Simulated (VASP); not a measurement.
Output of a VASP run:

File OSZICAR:
```
       N       E                     dE             d eps       ncg     rms          rms(c)
DAV:   1     0.181250420699E+03    0.18125E+03   -0.13441E+04  5290   0.180E+03
DAV:   2    -0.130209298848E+02   -0.19427E+03   -0.18705E+03  5260   0.337E+02
DAV:   3    -0.224396694127E+02   -0.94187E+01   -0.91195E+01  5785   0.102E+02
DAV:   4    -0.226274151196E+02   -0.18775E+00   -0.18680E+00  5968   0.126E+01
DAV:   5    -0.226337705569E+02   -0.63554E-02   -0.63544E-02  6172   0.224E+00    0.180E+01
DAV:   6    -0.225671715808E+02    0.66599E-01   -0.41518E+01  5889   0.107E+02    0.146E+01
DAV:   7    -0.198780228666E+02    0.26891E+01   -0.12506E+01  5763   0.601E+01    0.403E+00
DAV:   8    -0.198749952124E+02    0.30277E-02   -0.66900E-01  7348   0.149E+01    0.261E+00
DAV:   9    -0.198408702968E+02    0.34125E-01   -0.22459E-01  6599   0.166E+01    0.146E+00
DAV:  10    -0.198265731222E+02    0.14297E-01   -0.39282E-02  6849   0.615E+00    0.479E-01
DAV:  11    -0.198259907463E+02    0.58238E-03   -0.72182E-03  7708   0.153E+00    0.273E-01
DAV:  12    -0.198256474198E+02    0.34333E-03   -0.19253E-03  6911   0.153E+00    0.116E-01
DAV:  13    -0.198256322577E+02    0.15162E-04   -0.32964E-04  7230   0.473E-01    0.361E-02
DAV:  14    -0.198256225788E+02    0.96789E-05   -0.49722E-05  6104   0.918E-02    0.154E-02
DAV:  15    -0.198256197152E+02    0.28636E-05   -0.95752E-06  6073   0.631E-02    0.535E-03
DAV:  16    -0.198256189813E+02    0.73387E-06   -0.11567E-06  3076   0.255E-02
   1 F= -.19825619E+02 E0= -.19826006E+02  d E =0.116156E-02
```

### OUTCAR
```
------------------------ aborting loop because EDIFF is reached ----------------------------------------
  FORCE on cell =-STRESS in cart. coord.  units (eV):
  Direction    XX          YY          ZZ          XY          YZ          ZX
  --------------------------------------------------------------------------------------
  Total       -1.8041961     -0.9722787     -2.0736246      0.0000000      0.0000000      0.0000000
  in kB      -66.7562587    -35.9748511    -76.7252630      0.0000000      0.0000000      0.0000000
  external PRESSURE =     -59.8187909 kB  Pullay stress =       0.0000000 kB
  volume of cell :       43.30
      direct lattice vectors                 reciprocal lattice vectors
     3.533222000  0.000000000  0.000000000     0.283027786  0.000000000  0.000000000
     0.000000000  3.446604000  0.000000000     0.000000000  0.290140672  0.000000000
     0.000000000  0.000000000  3.555822000     0.000000000  0.000000000  0.281228925
 POSITION                                       TOTAL-FORCE (eV/Angst)
 -----------------------------------------------------------------------------------
      0.00000      0.00000      0.00000         0.053241      0.000000      0.000000
      0.00000      1.72330      1.77791         0.106743      0.000000      0.000000
      1.76661      0.00000      1.77791        -0.008678      0.000000      0.000000
      1.78745      1.72330      0.00000        -0.151306      0.000000      0.000000
 -----------------------------------------------------------------------------------
    total drift:                               -0.000580     -0.000000      0.000015
  FREE ENERGIE OF THE ION-ELECTRON SYSTEM (eV)
  ---------------------------------------------------
  free  energy   TOTEN  =       -19.8256189813 eV

  energy  without entropy=      -19.8267805422  energy(sigma->0) =      -19.82600617

 total charge

# of ion       s       p       d       tot
------------------------------------------
    1        0.735   0.803   0.000   1.538
    2        0.474   0.540   8.501   9.514
    3        0.471   0.536   8.496   9.503
    4        0.474   0.541   8.502   9.518
--------------------------------------------------
tot          2.154   2.421  25.499  30.073
```
(Selected blocks of OUTCAR.)

File POSCAR:
```
Ni3Si
1
    3.5332220000     0.0000000000     0.0000000000
    0.0000000000     3.4466040000     0.0000000000
    0.0000000000     0.0000000000     3.5558220000
Si Ni
1 3
Direct
  0.0000000000   0.0000000000   0.0000000000
  0.0000000000   0.5000000000   0.5000000000
  0.5000000000   0.0000000000   0.5000000000
  0.5058990000   0.5000000000   0.0000000000
```

### Question
Write an INCAR and KPOINTS that could have produced this output.

### Answer
This is not unique; one that fits is the input of the run itself, PBE GGA + U (Dudarev), plane waves, VASP's PBE PAW potentials (set 64).

### INCAR
```
SYSTEM = Ni3Si
PREC = Accurate
ENCUT = 400
EDIFF = 1E-6
NELM = 100
ALGO = Normal
LREAL = .FALSE.
LASPH = .TRUE.
ISMEAR = 1
SIGMA = 0.1
GGA = PE
LMAXMIX = 4
LWAVE = .FALSE.
LCHARG = .FALSE.
ISIF = 2
LDAU = .TRUE.
LDAUTYPE = 2
LDAUL = -1 2
LDAUU = 0 2.0
LDAUJ = 0 0
LDAUPRINT = 1
LORBIT = 10
```

**KPOINTS**
```
K-points
0
Gamma
  8 8 8
```

POTCAR, in this order: Si Ni (PBE.64 set). Program: vasp_std.

The compound is Ni3Si in the L1_2 structure. The cell was not relaxed at this level, atoms are displaced from their ideal sites. The run is one of a series of settings (LDAU = .TRUE., LDAUJ = 0 0, LDAUL = -1 2, LDAUTYPE = 2, LDAUU = 0 2.0 against the base run), some of them coarse on purpose. The run is not spin-polarised, so no magnetic state was tried.
